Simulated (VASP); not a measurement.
Method: vdW-DF2, VASP's PBE PAW potentials (set 64) (plane waves; VASP).

VASP input:

**POSCAR**
```
Tb
1
    1.8808900130    -3.2577965688     0.0000000000
    1.8808900130     3.2577965688     0.0000000000
    0.0000000000     0.0000000000     5.8544088518
Tb
2
Direct
  0.3333330000   0.6666670000   0.2500000000
  0.6666670000   0.3333330000   0.7500000000
```

File KPOINTS:
```
Automatic mesh
0
Gamma
11 11 7
0 0 0
```

### INCAR
```
! general
SYSTEM   = Tb
PREC     = Accurate
ENCUT    = 520
LREAL    = F   ! projection in real space or not
LASPH    = T   ! aspherical one-centre terms

! electronic loop
EDIFF    = 1E-7   ! SCF stop (eV)
NELM     = 100
ALGO     = Normal   ! blocked Davidson
LMAXMIX  = 6   ! l cut-off of mixed one-centre charges

! smearing
ISMEAR   = 1   ! Methfessel-Paxton
SIGMA    = 0.1

! functional
GGA      = ML
LUSE_VDW = T
AGGAC    = 0.0
ZAB_VDW  = -1.8867

! ions
IBRION   = 2
NSW      = 30   ! most ionic steps
ISIF     = 4
EDIFFG   = -0.01   ! ionic stop

! output
LWAVE    = F
LCHARG   = F
```

POTCAR, in this order: Tb_3 (PBE.64 set). Program: vasp_std.

The resulting files:

### OSZICAR
```
       N       E                     dE             d eps       ncg     rms          rms(c)
DAV:   1     0.491673952550E+02    0.49167E+02   -0.88619E+03  1664   0.121E+03
DAV:   2    -0.374535032264E+00   -0.49542E+02   -0.48655E+02  1764   0.257E+02
DAV:   3    -0.270759347144E+01   -0.23331E+01   -0.21950E+01  2307   0.315E+01
DAV:   4    -0.277042854861E+01   -0.62835E-01   -0.62151E-01  2000   0.519E+00
DAV:   5    -0.277214797706E+01   -0.17194E-02   -0.17183E-02  2559   0.716E-01    0.204E+01
DAV:   6    -0.279370239730E+01   -0.21554E-01   -0.28954E-02  1934   0.145E+00    0.123E+01
DAV:   7    -0.281555667112E+01   -0.21854E-01   -0.58222E-02  1872   0.214E+00    0.245E-01
DAV:   8    -0.281600388809E+01   -0.44722E-03   -0.28597E-03  2069   0.413E-01    0.115E-01
DAV:   9    -0.281616140077E+01   -0.15751E-03   -0.35619E-04  2059   0.150E-01    0.436E-02
DAV:  10    -0.281614280054E+01    0.18600E-04   -0.73614E-05  2009   0.625E-02    0.588E-02
DAV:  11    -0.281615438391E+01   -0.11583E-04   -0.23276E-05  1979   0.374E-02    0.311E-03
DAV:  12    -0.281615500840E+01   -0.62448E-06   -0.50307E-07  2457   0.513E-03    0.551E-03
DAV:  13    -0.281615477567E+01    0.23272E-06   -0.13398E-07  1408   0.291E-03    0.346E-04
DAV:  14    -0.281615476622E+01    0.94585E-08   -0.20920E-08  1217   0.139E-03
   1 F= -.28161548E+01 E0= -.28153498E+01  d E =-.281615E+01
       N       E                     dE             d eps       ncg     rms          rms(c)
DAV:   1    -0.281702886027E+01   -0.87408E-03   -0.30860E-02  1664   0.128E+00    0.117E-01
DAV:   2    -0.281660557230E+01    0.42329E-03   -0.54691E-04  2014   0.197E-01    0.689E-02
DAV:   3    -0.281642745535E+01    0.17812E-03   -0.25847E-04  2155   0.117E-01    0.293E-02
DAV:   4    -0.281643019064E+01   -0.27353E-05   -0.35333E-05  2023   0.424E-02    0.149E-02
DAV:   5    -0.281643073287E+01   -0.54224E-06   -0.10943E-06  2206   0.791E-03    0.301E-03
DAV:   6    -0.281643083284E+01   -0.99967E-07   -0.10280E-07  1371   0.258E-03
   2 F= -.28164308E+01 E0= -.28157289E+01  d E =-.276067E-03
       N       E                     dE             d eps       ncg     rms          rms(c)
DAV:   1    -0.281718298658E+01   -0.75225E-03   -0.33564E-02  1664   0.134E+00    0.123E-01
DAV:   2    -0.281671984479E+01    0.46314E-03   -0.59708E-04  1964   0.206E-01    0.718E-02
DAV:   3    -0.281652531229E+01    0.19453E-03   -0.28299E-04  2145   0.123E-01    0.307E-02
DAV:   4    -0.281652830580E+01   -0.29935E-05   -0.38503E-05  1988   0.443E-02    0.155E-02
DAV:   5    -0.281652887432E+01   -0.56853E-06   -0.12098E-06  2239   0.829E-03    0.312E-03
DAV:   6    -0.281652897799E+01   -0.10366E-06   -0.11629E-07  1386   0.271E-03    0.742E-04
DAV:   7    -0.281652898144E+01   -0.34522E-08   -0.19466E-08   952   0.131E-03
   3 F= -.28165290E+01 E0= -.28159225E+01  d E =-.374215E-03
```

File OUTCAR:
```
------------------------ aborting loop because EDIFF is reached ----------------------------------------
  FORCE on cell =-STRESS in cart. coord.  units (eV):
  Direction    XX          YY          ZZ          XY          YZ          ZX
  --------------------------------------------------------------------------------------
  Total       -0.9799655     -0.9799653     -0.9792928      0.0000000      0.0000000      0.0000000
  in kB      -21.8837111    -21.8837051    -21.8686889      0.0000000      0.0000000      0.0000000
  external PRESSURE =     -21.8787017 kB  Pullay stress =       0.0000000 kB
  volume of cell :       71.75
      direct lattice vectors                 reciprocal lattice vectors
     1.876242281 -3.249746512  0.000000000     0.266490104 -0.153858154  0.000000000
     1.876242281  3.249746512 -0.000000000     0.266490104  0.153858154  0.000000000
     0.000000000  0.000000000  5.883449174     0.000000000  0.000000000  0.169968325
 POSITION                                       TOTAL-FORCE (eV/Angst)
 -----------------------------------------------------------------------------------
      1.87624      1.08325      1.47086         0.000000      0.000000     -0.000000
      1.87624     -1.08325      4.41259        -0.000000     -0.000000      0.000000
 -----------------------------------------------------------------------------------
    total drift:                                0.000005      0.000120     -0.000012
  FREE ENERGIE OF THE ION-ELECTRON SYSTEM (eV)
  ---------------------------------------------------
  free  energy   TOTEN  =        -2.8165289814 eV

  energy  without entropy=       -2.8147094981  energy(sigma->0) =       -2.81592249

 reached required accuracy - stopping structural energy minimisation
```
(Selected blocks of OUTCAR.)

File CONTCAR:
```
Tb
   1.00000000000000
     1.8762422809320292   -3.2497465117074986    0.0000000000000000
     1.8762422809320292    3.2497465117074986   -0.0000000000000000
     0.0000000000000000    0.0000000000000000    5.8834491743588764
  Tb
     2
Direct
     0.3333330000000032    0.6666669999999968    0.2500000000000000
     0.6666669999999968    0.3333330000000032    0.7500000000000000
```

The 4f electrons are frozen in the core of the lanthanide potential, so 4f levels, which can set the real gap, and their magnetism are missing.

The compound is Tb in the hcp structure. This cell is one point of a volume scan, at 1.06 of the reference volume. Symmetry was kept, so distortions that lower it aren't found.
